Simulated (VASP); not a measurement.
OSZICAR of a VASP run on Se (trig):

File OSZICAR:
```
       N       E                     dE             d eps       ncg     rms          rms(c)
DAV:   1     0.967762771683E+02    0.96776E+02   -0.71965E+03   624   0.113E+03
DAV:   2     0.240033909474E+01   -0.94376E+02   -0.91304E+02   847   0.175E+02
DAV:   3    -0.494520621258E+01   -0.73455E+01   -0.72905E+01   689   0.565E+01
DAV:   4    -0.503057593356E+01   -0.85370E-01   -0.85243E-01   754   0.727E+00
DAV:   5    -0.503134968092E+01   -0.77375E-03   -0.77370E-03   769   0.698E-01    0.482E+00
DAV:   6    -0.494973932969E+01    0.81610E-01   -0.75826E-02   694   0.207E+00    0.299E+00
DAV:   7    -0.493334964283E+01    0.16390E-01   -0.13947E-01   654   0.283E+00    0.302E-01
DAV:   8    -0.493312328045E+01    0.22636E-03   -0.13442E-02   694   0.854E-01    0.138E-01
DAV:   9    -0.493333209412E+01   -0.20881E-03   -0.54321E-04   829   0.196E-01    0.535E-02
DAV:  10    -0.493343284870E+01   -0.10075E-03   -0.18070E-04   699   0.150E-01    0.134E-02
DAV:  11    -0.493343357855E+01   -0.72985E-06   -0.91329E-06   784   0.224E-02    0.673E-03
DAV:  12    -0.493343273990E+01    0.83865E-06   -0.24511E-06   699   0.116E-02    0.477E-03
DAV:  13    -0.493343258263E+01    0.15727E-06   -0.40436E-07   724   0.492E-03    0.435E-04
DAV:  14    -0.493343254263E+01    0.39995E-07   -0.25701E-08   377   0.148E-03
   1 F= -.49334325E+01 E0= -.49334325E+01  d E =-.493343E+01
       N       E                     dE             d eps       ncg     rms          rms(c)
DAV:   1    -0.493790885568E+01   -0.44763E-02   -0.38029E-01   624   0.375E+00    0.314E-01
DAV:   2    -0.493947354184E+01   -0.15647E-02   -0.18381E-02   734   0.890E-01    0.828E-02
DAV:   3    -0.493935091442E+01    0.12263E-03   -0.26655E-04   734   0.126E-01    0.488E-02
DAV:   4    -0.493934703825E+01    0.38762E-05   -0.21735E-04   699   0.102E-01    0.144E-02
DAV:   5    -0.493935248227E+01   -0.54440E-05   -0.33155E-05   629   0.439E-02    0.836E-03
DAV:   6    -0.493935268371E+01   -0.20144E-06   -0.25084E-06   784   0.124E-02    0.340E-03
DAV:   7    -0.493935257120E+01    0.11251E-06   -0.24286E-07   648   0.495E-03    0.783E-04
DAV:   8    -0.493935248852E+01    0.82679E-07   -0.10103E-07   347   0.254E-03
   2 F= -.49393525E+01 E0= -.49393525E+01  d E =-.591995E-02
       N       E                     dE             d eps       ncg     rms          rms(c)
DAV:   1    -0.494008236598E+01   -0.72979E-03   -0.29927E-01   624   0.333E+00    0.284E-01
DAV:   2    -0.494130395180E+01   -0.12216E-02   -0.14469E-02   714   0.789E-01    0.737E-02
DAV:   3    -0.494120514100E+01    0.98811E-04   -0.21803E-04   734   0.113E-01    0.433E-02
DAV:   4    -0.494120276198E+01    0.23790E-05   -0.17314E-04   694   0.908E-02    0.129E-02
DAV:   5    -0.494120721901E+01   -0.44570E-05   -0.26266E-05   644   0.390E-02    0.747E-03
DAV:   6    -0.494120742932E+01   -0.21031E-06   -0.20339E-06   769   0.111E-02    0.299E-03
DAV:   7    -0.494120732331E+01    0.10602E-06   -0.18336E-07   549   0.436E-03    0.701E-04
DAV:   8    -0.494120725160E+01    0.71711E-07   -0.88955E-08   347   0.252E-03
   3 F= -.49412073E+01 E0= -.49412073E+01  d E =-.777471E-02
       N       E                     dE             d eps       ncg     rms          rms(c)
DAV:   1    -0.494120843574E+01   -0.11124E-05   -0.69571E-04   624   0.160E-01    0.134E-02
DAV:   2    -0.494121172813E+01   -0.32924E-05   -0.33740E-05   739   0.380E-02    0.360E-03
DAV:   3    -0.494121173565E+01   -0.75240E-08   -0.51576E-07   714   0.551E-03
   4 F= -.49412117E+01 E0= -.49412117E+01  d E =-.777919E-02
       N       E                     dE             d eps       ncg     rms          rms(c)
DAV:   1    -0.494137658944E+01   -0.16486E-03   -0.64012E-03   624   0.484E-01    0.454E-02
DAV:   2    -0.494133607583E+01    0.40514E-04   -0.15612E-04   729   0.838E-02    0.241E-02
DAV:   3    -0.494132526201E+01    0.10814E-04   -0.46423E-05   709   0.458E-02    0.773E-03
DAV:   4    -0.494132564185E+01   -0.37984E-06   -0.45573E-06   724   0.171E-02    0.324E-03
DAV:   5    -0.494132566773E+01   -0.25881E-07   -0.28667E-07   613   0.520E-03
   5 F= -.49413257E+01 E0= -.49413257E+01  d E =-.113932E-03
       N       E                     dE             d eps       ncg     rms          rms(c)
DAV:   1    -0.494144196577E+01   -0.11632E-03   -0.70558E-03   624   0.508E-01    0.473E-02
DAV:   2    -0.494139696084E+01    0.45005E-04   -0.17211E-04   724   0.881E-02    0.251E-02
DAV:   3    -0.494138505871E+01    0.11902E-04   -0.51338E-05   714   0.480E-02    0.817E-03
DAV:   4    -0.494138546949E+01   -0.41077E-06   -0.50412E-06   719   0.179E-02    0.340E-03
DAV:   5    -0.494138550495E+01   -0.35468E-07   -0.33957E-07   714   0.555E-03
   6 F= -.49413855E+01 E0= -.49413855E+01  d E =-.173769E-03
```

Question: Which electronic solver shows in the log?

Answer: It is blocked Davidson (ALGO = Normal, or the opening steps of other solvers). The INCAR had ALGO = Normal.

Question: Can the final energy be trusted as converged?

Answer: The calculation finished and met its thresholds. It stopped with EDIFF = 1E-7, NELM = 100, NSW = 30 and EDIFFG = -0.01 after 6 ionic steps (vdW-DF2, plane waves, VASP's PBE PAW potentials (set 64)).

The compound is Se in the trig structure. This cell is one point of a volume scan, at 1.03 of the reference volume. Symmetry was kept, so distortions that lower it aren't found.
